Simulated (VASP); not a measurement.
```yaml
crystal:
  lattice:
    - [-1.51500, 1.51500, 1.51500]
    - [1.51500, -1.51500, 1.51500]
    - [1.51500, 1.51500, -1.51500]
  atoms:
    - { symbol: V, position: [0.00000, 0.00000, 0.00000] }
```

The base run (VASP): PBE GGA, plane waves, VASP's PBE PAW potentials (set 64). Run with 400 eV cut-off, 15×15×15 Γ-centred mesh, first-order Methfessel-Paxton smearing of 0.10 eV, potentials V_sv.

One setting is varied; ΔE counts from the base run. The base run took about 5 core-seconds. Costs are core time on shared hosts, one run each; read them as rough ratios.

Pressures at a finite cut-off, here 400 eV, hold a Pulay part, which wasn't tested here.

| setting | cost over the base run | electronic steps | ΔE (meV/atom) | pressure (GPa) |
|---|---|---|---|---|
| PREC = Low | within a factor of 2 | 11 | -4.0 | -6.98 |
| PREC = Normal | within a factor of 2 | 11 | 0.0 | -7.31 |
| PREC = Single | within a factor of 2 | 11 | -0.7 | -7.23 |
| base run | reference | 11 | 0.0 | -7.29 |
| LASPH = .FALSE. | within a factor of 2 | 11 | 1.0 | -7.30 |
| ADDGRID = .TRUE. | within a factor of 2 | 11 | 0.0 | -7.29 |
| LREAL = Auto | within a factor of 2 | 11 | -0.4 | -7.32 |

Left out are runs that failed, have no time on record or changed the cell.

The compound is V in the bcc structure. The cell was not relaxed at this level.
